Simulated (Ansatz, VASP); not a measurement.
# C (Diamond): VASP beside Ansatz

Wanted: the spread between two codes on one cell, functional and k mesh. The cell is taken from a series of runs on this material, whose earlier steps may have relaxed, scaled, displaced or heated it; both programs get it as it stands.

Method: plane waves, with VASP 6.6.1 beside it; zone-centre phonons at LDA, in Ansatz 0.2.0.

## (1) The structure

It takes space group R-3m (No. 166, trigonal). The conventional cell has a = 2.397 Å, b = 2.397 Å, c = 6.147 Å, α = 90.00°, β = 90.00°, γ = 120.00°. Nearest to C lie 4 C at 1.48 to 1.53 Å.

## (2) VASP: zone-centre phonons, LDA, pair 1

Second derivatives magnify differences that forces hide, and they need a tight electronic threshold.

Lines of VASP's logs that name or quote its potential files are left out, and so is its time.

INCAR

```
SYSTEM = C
PREC = Accurate
ENCUT = 600
EDIFF = 1E-08
NELM = 120
ISMEAR = 0
SIGMA = 0.01
LREAL = .FALSE.
ALGO = Normal
GGA = PW92
NBANDS = 10
LORBIT = 11
LWAVE = .FALSE.
LCHARG = .FALSE.
ISIF = 2
IBRION = 8
LEPSILON = .TRUE.
LASPH = .TRUE.
GGA_COMPAT = .FALSE.
EFERMI = MIDGAP
KPAR = 2
```

POSCAR

```
C
1.0
    0.0529620311      1.7480659854      1.7480659854
    1.7480659854      0.0529620311      1.7480659854
    1.7480659854      1.7480659854      0.0529620311
C
2
Direct
    0.5006729346      0.5006729346      0.5006729346
    0.7493270654      0.7493270654      0.7493270654
```

KPOINTS

```
Automatic mesh
0
Gamma
12 12 12
0 0 0
```

Potentials, in the order of the species: C (LDA family, release 64).

The run is started by

```sh
$ mpirun -np 2 vasp_std
```

Numbers of over 12 decimals in the logs are rounded to 6 here.

Output:

```text
[banner, memory and clock lines left out]
running    2 mpi-ranks, on    1 nodes
 distrk:  each k-point on    1 cores,    2 groups
 distr:  one band on    1 cores,    1 groups

 POSCAR found type information on POSCAR C
 POSCAR found :  1 types and       2 ions
|                                                                             |
|               ----> ADVICE to this user running VASP <----                  |
|                                                                             |
|     You enforced a specific xc type in the INCAR file but a different       |
|     [... a line on the potential file left out ...]
|     I HOPE YOU KNOW WHAT YOU ARE DOING!                                     |
|                                                                             |

 LDA part: xc-table for (Slater(with rela. corr.)+PW92), standard interpolation
 POSCAR, INCAR and KPOINTS ok, starting setup
 FFT: planning ... GRIDC
 FFT: planning ... GRID_SOFT
 FFT: planning ... GRID
 WAVECAR not read
 entering main loop
       N       E                     dE             d eps       ncg     rms          rms(c)
DAV:   1     0.527556565430E-01    0.52756E-01   -0.53965E+03  3926   0.875E+02
DAV:   2    -0.208239235697E+02   -0.20877E+02   -0.19953E+02  5010   0.140E+02
DAV:   3    -0.211764601685E+02   -0.35254E+00   -0.35176E+00  4526   0.147E+01
DAV:   4    -0.211771477379E+02   -0.68757E-03   -0.68753E-03  4190   0.746E-01
DAV:   5    -0.211771486186E+02   -0.88068E-06   -0.88068E-06  4352   0.257E-02    0.652E+00
DAV:   6    -0.203843940232E+02    0.79275E+00   -0.46335E-01  3968   0.514E+00    0.378E+00
DAV:   7    -0.201120555405E+02    0.27234E+00   -0.53710E-01  4176   0.554E+00    0.884E-01
DAV:   8    -0.201120477546E+02    0.77859E-05   -0.10818E-02  4096   0.965E-01    0.322E-02
DAV:   9    -0.201120288547E+02    0.18900E-04   -0.51700E-05  4286   0.620E-02    0.220E-02
DAV:  10    -0.201120300052E+02   -0.11505E-05   -0.30746E-06  4238   0.161E-02    0.575E-03
DAV:  11    -0.201120299938E+02    0.11421E-07   -0.15936E-07  4386   0.371E-03    0.100E-03
DAV:  12    -0.201120299881E+02    0.56831E-08   -0.10246E-08  2906   0.916E-04
   1 F= -.20112030E+02 E0= -.20112030E+02  d E =0.000000E+00
 Linear response reoptimize wavefunctions to high precision
DAV:   1    -0.201120299882E+02   -0.12744E-09   -0.56653E-10  2690   0.237E-04
DAV:   2    -0.201120299882E+02   -0.42064E-11   -0.12775E-11  2052   0.382E-05
 Linear response G [H, r] |phi>, progress :
  Direction:   1
       N       E                     dE             d eps       ncg     rms
RMM:   1    -0.312235306143E+02   -0.31224E+02   -0.63560E+00  8646   0.419E+01
RMM:   2    -0.307492533274E+02    0.47428E+00   -0.86596E-01  5980   0.819E+00
RMM:   3    -0.307598482472E+02   -0.10595E-01   -0.25483E-03  6415   0.471E-01
RMM:   4    -0.307599708811E+02   -0.12263E-03   -0.27716E-05  6716   0.362E-02
RMM:   5    -0.307599718860E+02   -0.10049E-05   -0.76002E-06  6620   0.401E-03
RMM:   6    -0.307599719157E+02   -0.29718E-07   -0.75269E-06  6154   0.121E-03
RMM:   7    -0.307599719190E+02   -0.33092E-08   -0.75404E-06  4906   0.956E-04
RMM:   8    -0.307599718798E+02    0.39250E-07   -0.72388E-06  4804   0.937E-04
RMM:   9    -0.307599718204E+02    0.59410E-07   -0.64852E-06  4575   0.929E-04
RMM:  10    -0.307599717641E+02    0.56275E-07   -0.59069E-06  3866   0.924E-04
 Linear response G [H, r] |phi>, progress :
  Direction:   2
       N       E                     dE             d eps       ncg     rms
RMM:   1    -0.350244401752E+02   -0.35024E+02   -0.51094E+01  8915   0.408E+01
RMM:   2    -0.327642980083E+02    0.22601E+01   -0.62277E-01  6026   0.718E+00
RMM:   3    -0.327683231111E+02   -0.40251E-02   -0.21468E-03  6377   0.404E-01
RMM:   4    -0.327683513552E+02   -0.28244E-04   -0.15843E-05  6880   0.313E-02
RMM:   5    -0.327683515073E+02   -0.15205E-06   -0.80556E-08  6751   0.310E-03
RMM:   6    -0.327683515158E+02   -0.85124E-08   -0.64355E-09  6334   0.877E-04
 Linear response G [H, r] |phi>, progress :
  Direction:   3
       N       E                     dE             d eps       ncg     rms
RMM:   1    -0.225509852837E+02   -0.22551E+02    0.44476E+01  8622   0.401E+01
RMM:   2    -0.241797800852E+02   -0.16288E+01   -0.77305E-01  6005   0.775E+00
RMM:   3    -0.241907242322E+02   -0.10944E-01   -0.32384E-03  6466   0.456E-01
RMM:   4    -0.241908143902E+02   -0.90158E-04   -0.13761E-04  6781   0.362E-02
RMM:   5    -0.241908053946E+02    0.89955E-05   -0.13944E-05  6662   0.400E-03
RMM:   6    -0.241908046084E+02    0.78621E-06   -0.56621E-06  6189   0.124E-03
RMM:   7    -0.241908044881E+02    0.12037E-06   -0.41141E-06  4889   0.990E-04
RMM:   8    -0.241908044436E+02    0.44493E-07   -0.42730E-06  4810   0.972E-04
RMM:   9    -0.241908044585E+02   -0.14968E-07   -0.49348E-06  4441   0.966E-04
RMM:  10    -0.241908044482E+02    0.10305E-07   -0.47409E-06  3859   0.960E-04
 Linear response to external field (no local field effect), progress :
  Direction:   1
       N       E                     dE             d eps       ncg     rms          rms(c)
RMM:   1    -0.149594371675E+00   -0.14959E+00   -0.53016E-01  8506   0.208E+00
RMM:   2    -0.152776044070E+00   -0.31817E-02   -0.75867E-04  6064   0.232E-01
RMM:   3    -0.152778906644E+00   -0.28626E-05   -0.19126E-06  6141   0.936E-03
RMM:   4    -0.152778916752E+00   -0.10108E-07   -0.95343E-09  6066   0.621E-04
RMM:   5    -0.152778916790E+00   -0.38146E-10   -0.26978E-09  4439   0.598E-05
 change of polarisation eV/A/(eV/A) component  1 :     0.306     0.061     0.022
 dielectric tensor                  component  1 :     6.422     1.086     0.398
 Linear response to external field (no local field effect), progress :
  Direction:   2
       N       E                     dE             d eps       ncg     rms          rms(c)
RMM:   1    -0.156760369313E+00   -0.15676E+00   -0.54144E-01  8579   0.218E+00
RMM:   2    -0.160034367438E+00   -0.32740E-02   -0.78984E-04  6128   0.243E-01
RMM:   3    -0.160037469047E+00   -0.31016E-05   -0.22879E-06  6226   0.979E-03
RMM:   4    -0.160037482623E+00   -0.13576E-07   -0.98003E-09  6160   0.679E-04
RMM:   5    -0.160037482666E+00   -0.43090E-10   -0.10487E-09  4540   0.581E-05
 change of polarisation eV/A/(eV/A) component  2 :     0.061     0.320    -0.057
 dielectric tensor                  component  2 :     1.086     6.679    -1.004
 Linear response to external field (no local field effect), progress :
  Direction:   3
       N       E                     dE             d eps       ncg     rms          rms(c)
RMM:   1    -0.967990348297E-01   -0.96799E-01   -0.34540E-01  8679   0.170E+00
RMM:   2    -0.990259309534E-01   -0.22269E-02   -0.50155E-04  6086   0.183E-01
RMM:   3    -0.990280455456E-01   -0.21146E-05   -0.15334E-06  6215   0.787E-03
RMM:   4    -0.990280548160E-01   -0.92704E-08   -0.80648E-09  6078   0.557E-04
 change of polarisation eV/A/(eV/A) component  3 :     0.022    -0.057     0.198
 dielectric tensor                  component  3 :     0.398    -1.004     4.514
 Linear response to external field, progress :
  Direction:   1
       N       E                     dE             d eps       ncg     rms          rms(c)
RMM:   1    -0.134359494720E+00   -0.13436E+00   -0.47208E-01 21698   0.198E+00
RMM:   2    -0.137278775230E+00   -0.29193E-02   -0.68455E-04 15289   0.220E-01    0.643E-01
RMM:   3    -0.135235304917E+00    0.20435E-02   -0.68528E-04 15355   0.204E-01    0.374E-01
RMM:   4    -0.139233189444E+00   -0.39979E-02   -0.96927E-04 15417   0.245E-01    0.335E-02
RMM:   5    -0.139608461924E+00   -0.37527E-03   -0.97026E-06 15838   0.250E-02    0.341E-03
RMM:   6    -0.139635044241E+00   -0.26582E-04   -0.94040E-08 16222   0.240E-03    0.138E-03
RMM:   7    -0.139637025845E+00   -0.19816E-05   -0.43482E-09 16220   0.508E-04    0.301E-04
RMM:   8    -0.139638225346E+00   -0.11995E-05   -0.17225E-09 14407   0.143E-04    0.276E-05
RMM:   9    -0.139638237891E+00   -0.12545E-07   -0.15713E-09  8179   0.378E-05    0.672E-06
 change of polarisation eV/A/(eV/A) component  1 :     0.265     0.047    -0.030
 dielectric tensor                  component  1 :     5.705     0.836    -0.534
 Linear response to external field, progress :
  Direction:   2
       N       E                     dE             d eps       ncg     rms          rms(c)
RMM:   1    -0.134394412558E+00   -0.13439E+00   -0.47243E-01 21696   0.198E+00
RMM:   2    -0.137278770896E+00   -0.28844E-02   -0.68317E-04 15293   0.219E-01    0.643E-01
RMM:   3    -0.135235294876E+00    0.20435E-02   -0.68548E-04 15349   0.204E-01    0.374E-01
RMM:   4    -0.139233165133E+00   -0.39979E-02   -0.96948E-04 15418   0.245E-01    0.335E-02
RMM:   5    -0.139608460688E+00   -0.37530E-03   -0.97030E-06 15832   0.250E-02    0.341E-03
RMM:   6    -0.139635037372E+00   -0.26577E-04   -0.93876E-08 16227   0.240E-03    0.138E-03
RMM:   7    -0.139637017460E+00   -0.19801E-05   -0.40182E-09 16218   0.509E-04    0.302E-04
RMM:   8    -0.139638217571E+00   -0.12001E-05   -0.13862E-09 14414   0.144E-04    0.276E-05
RMM:   9    -0.139638230944E+00   -0.13373E-07   -0.12264E-09  8209   0.386E-05    0.672E-06
 change of polarisation eV/A/(eV/A) component  2 :     0.031     0.265    -0.014
 dielectric tensor                  component  2 :     0.552     5.705    -0.250
 Linear response to external field, progress :
  Direction:   3
       N       E                     dE             d eps       ncg     rms          rms(c)
RMM:   1    -0.134399861223E+00   -0.13440E+00   -0.47249E-01 21701   0.198E+00
RMM:   2    -0.137278789209E+00   -0.28789E-02   -0.68232E-04 15293   0.219E-01    0.643E-01
RMM:   3    -0.135235311075E+00    0.20435E-02   -0.68551E-04 15352   0.204E-01    0.374E-01
RMM:   4    -0.139233171518E+00   -0.39979E-02   -0.96947E-04 15415   0.245E-01    0.335E-02
RMM:   5    -0.139608483742E+00   -0.37531E-03   -0.97065E-06 15839   0.250E-02    0.341E-03
RMM:   6    -0.139635052185E+00   -0.26568E-04   -0.93865E-08 16230   0.240E-03    0.138E-03
RMM:   7    -0.139637036025E+00   -0.19838E-05   -0.39282E-09 16225   0.508E-04    0.302E-04
RMM:   8    -0.139638235697E+00   -0.11997E-05   -0.13119E-09 14410   0.143E-04    0.276E-05
RMM:   9    -0.139638247592E+00   -0.11895E-07   -0.11593E-09  8208   0.374E-05    0.671E-06
 change of polarisation eV/A/(eV/A) component  3 :     0.047    -0.030     0.265
 dielectric tensor                  component  3 :     0.829    -0.527     5.705
 Linear response DOF=           1
 Linear response progress:
  Degree of freedom:   1/  1
       N       E                     dE             d eps       ncg     rms          rms(c)
RMM:   1    -0.122766037950E+00   -0.12277E+00   -0.26788E-02 23083   0.210E+00
RMM:   2    -0.112529173486E+00    0.10237E-01   -0.14141E-03 14587   0.394E-01    0.212E-01
RMM:   3    -0.112699883714E+00   -0.17071E-03   -0.14123E-04 14451   0.131E-01    0.115E-01
RMM:   4    -0.113613665993E+00   -0.91378E-03   -0.23459E-04 14360   0.135E-01    0.145E-02
RMM:   5    -0.113614518631E+00   -0.85264E-06   -0.10559E-06 15557   0.141E-02    0.568E-03
RMM:   6    -0.113598883009E+00    0.15636E-04    0.18503E-06 15405   0.276E-03    0.415E-04
RMM:   7    -0.113597907915E+00    0.97509E-06    0.16890E-07 16047   0.334E-04    0.169E-04
RMM:   8    -0.113597304331E+00    0.60358E-06    0.81339E-08 16281   0.158E-04    0.297E-05
RMM:   9    -0.113597158157E+00    0.14617E-06   -0.77443E-09 16775   0.760E-05    0.192E-06
RMM:  10    -0.113597165963E+00   -0.78061E-08   -0.20712E-08 14835   0.627E-05    0.749E-07
 first order change of Fermi-energy   0.17260E+01
 force on displaced ion       1 direction 1 : -45.247   2.286   2.286
 Born effective charge ion    1 direction 1 :  -0.000   0.000   0.000
 Born effective charges drift removed
 Linear response finished
```

Parts of OUTCAR (step 2):

```text
ion  position               nearest neighbor table
   1  0.501  0.501  0.501-   2 1.48   2 1.48   2 1.48   2 1.53
   2  0.749  0.749  0.749-   1 1.48   1 1.48   1 1.48   1 1.53

  LATTYP: Found a trigonal (rhomboedric) cell.
 ALAT       =     2.4727058772
 COS(alpha) =     0.5300542225

 Subroutine GETGRP returns: Found 12 space group operations
 (whereof  6 operations were pure point group operations)

The static configuration has the point symmetry C_3v.
 The point group associated with its full space group is D_3d.

 Found    189 irreducible k-points:

   k-points           NKPTS =    189   k-points in BZ     NKDIM =    189   number of bands    NBANDS=     10

   dimension x,y,z NGX =    20 NGY =   20 NGZ =   20
   dimension x,y,z NGXF=    40 NGYF=   40 NGZF=   40

   ENCUT  =  600.0 eV  44.10 Ry    6.64 a.u.   4.94  4.94  4.94*2*pi/ulx,y,z

   NELECT =       8.0000    total number of electrons

 k-points in reciprocal lattice and weights: Automatic mesh
   0.00000000  0.00000000  0.00000000       0.001
   0.08333333  0.00000000 -0.00000000       0.003
   0.16666667  0.00000000 -0.00000000       0.003
   0.25000000 -0.00000000 -0.00000000       0.003
   0.33333333  0.00000000  0.00000000       0.003
   0.41666667  0.00000000 -0.00000000       0.003
   0.50000000 -0.00000000 -0.00000000       0.002
   0.08333333  0.08333333 -0.00000000       0.003
   0.16666667  0.08333333 -0.00000000       0.007
[...]
-0.41666667  0.50000000  0.41666667       0.003
   0.50000000  0.50000000  0.50000000       0.001

 average (electrostatic) potential at core
       1 -47.9316       2 -47.9316

  Total        2.7079483      2.7079483      2.7079483     -1.3464874     -1.3464874     -1.3464874
  in kB      425.4424028    425.4424028    425.4424028   -211.5449624   -211.5449624   -211.5449624
  external PRESSURE =     425.4424028 kB  Pullay stress =       0.0000000 kB

  energy-cutoff  :      600.00
  volume of cell :       10.20
      direct lattice vectors                 reciprocal lattice vectors
     0.052962031  1.748065985  1.748065985    -0.299368864  0.290565457  0.290565457
     1.748065985  0.052962031  1.748065985     0.290565457 -0.299368864  0.290565457
     1.748065985  1.748065985  0.052962031     0.290565457  0.290565457 -0.299368864

 POSITION                                       TOTAL-FORCE (eV/Angst)
 -----------------------------------------------------------------------------------
      1.77694      1.77694      1.77694         0.007505      0.007505      0.007505
      2.65943      2.65943      2.65943        -0.007505     -0.007505     -0.007505
 -----------------------------------------------------------------------------------
    total drift:                                0.000000      0.000000      0.000000

 MACROSCOPIC STATIC DIELECTRIC TENSOR (including local field effects in DFT)
 ------------------------------------------------------
           5.704862     0.150895     0.150895
           0.150895     5.704862     0.150895
           0.150895     0.150895     5.704862
 ------------------------------------------------------

 PIEZOELECTRIC TENSOR (including local field effects)  for field in x, y, z        (C/m^2)
          XX          YY          ZZ          XY          YZ          ZX
  --------------------------------------------------------------------------------
  x     0.00000     0.00000     0.00000     0.00000    -0.00000     0.00000
  y    -0.00000    -0.00000    -0.00000     0.00000    -0.00000     0.00000
  z     0.00000     0.00000     0.00000     0.00000     0.00000     0.00000

 BORN EFFECTIVE CHARGES (including local field effects) (in |e|, cummulative output)
 ---------------------------------------------------------------------------------
 ion    1
    1    -0.00000    -0.00000     0.00000
    2     0.00000     0.00000     0.00000
    3    -0.00000    -0.00000     0.00000
 ion    2
    1     0.00000     0.00000    -0.00000
    2    -0.00000     0.00000    -0.00000
    3     0.00000     0.00000    -0.00000

 Eigenvectors and eigenvalues of the dynamical matrix
 ----------------------------------------------------

   1 f  =   43.982068 THz   276.347484 2PiTHz 1467.083877 cm-1   181.895136 meV
             X         Y         Z           dx          dy          dz
      1.776935  1.776935  1.776935    -0.288675   -0.288675    0.577350
      2.659432  2.659432  2.659432     0.288675    0.288675   -0.577350

   2 f  =   43.982068 THz   276.347484 2PiTHz 1467.083877 cm-1   181.895136 meV
             X         Y         Z           dx          dy          dz
      1.776935  1.776935  1.776935    -0.500000    0.500000    0.000000
      2.659432  2.659432  2.659432     0.500000   -0.500000   -0.000000

   3 f  =   40.685371 THz   255.633723 2PiTHz 1357.117886 cm-1   168.261097 meV
             X         Y         Z           dx          dy          dz
      1.776935  1.776935  1.776935    -0.408248   -0.408248   -0.408248
      2.659432  2.659432  2.659432     0.408248    0.408248    0.408248

   4 f  =    0.000001 THz     0.000004 2PiTHz    0.000022 cm-1     0.000003 meV
             X         Y         Z           dx          dy          dz
      1.776935  1.776935  1.776935    -0.144308   -0.645620    0.249700
      2.659432  2.659432  2.659432    -0.144308   -0.645620    0.249700

   5 f  =    0.000000 THz     0.000002 2PiTHz    0.000009 cm-1     0.000001 meV
             X         Y         Z           dx          dy          dz
      1.776935  1.776935  1.776935     0.692137   -0.138643    0.041531
      2.659432  2.659432  2.659432     0.692137   -0.138643    0.041531

   6 f/i=    0.000000 THz     0.000003 2PiTHz    0.000016 cm-1     0.000002 meV
             X         Y         Z           dx          dy          dz
      1.776935  1.776935  1.776935    -0.011039   -0.252890   -0.660246
      2.659432  2.659432  2.659432    -0.011039   -0.252890   -0.660246

 MACROSCOPIC STATIC DIELECTRIC TENSOR IONIC CONTRIBUTION
 ------------------------------------------------------
           0.000000    -0.000000     0.000000
          -0.000000     0.000000     0.000000
           0.000000     0.000000     0.000000
 ------------------------------------------------------

 ELASTIC MODULI CONTR FROM IONIC RELAXATION (kBar)
 Direction    XX          YY          ZZ          XY          YZ          ZX
 --------------------------------------------------------------------------------
 XX         -30.8772    -27.9636    -27.9636     16.2699     50.4412     15.5156
 YY         -27.9636    -30.8772    -27.9636     15.5156     16.2699     50.4412
 ZZ         -27.9636    -27.9636    -30.8772     50.4412     15.5156     16.2699
 XY          16.2699     15.5156     50.4412   -299.1691    110.6394    110.6394
 YZ          50.4412     16.2699     15.5156    110.6394   -299.1691    110.6394
 ZX          15.5156     50.4412     16.2699    110.6394    110.6394   -299.1691
 --------------------------------------------------------------------------------

 PIEZOELECTRIC TENSOR IONIC CONTR  for field in x, y, z        (C/m^2)
          XX          YY          ZZ          XY          YZ          ZX
  --------------------------------------------------------------------------------
  x     0.00000     0.00000     0.00000     0.00000    -0.00000    -0.00000
  y    -0.00000    -0.00000    -0.00000     0.00000     0.00000    -0.00000
  z     0.00000     0.00000    -0.00000     0.00000    -0.00000    -0.00000
```

[end of part 1 of 3]

[Lines on the potential files, build, host, timing and source positions are cut from VASP's logs without a mark.]

[Logs are printed without paths, hosts, clocks, repeated set-up lines and the standing remarks that a program may print on its own settings, such as how far it seeks lower states.]

[Hosts, paths, dates, database ids (printed as entryN), source tags and the programs' standing remarks are cut or masked in the printed files.]
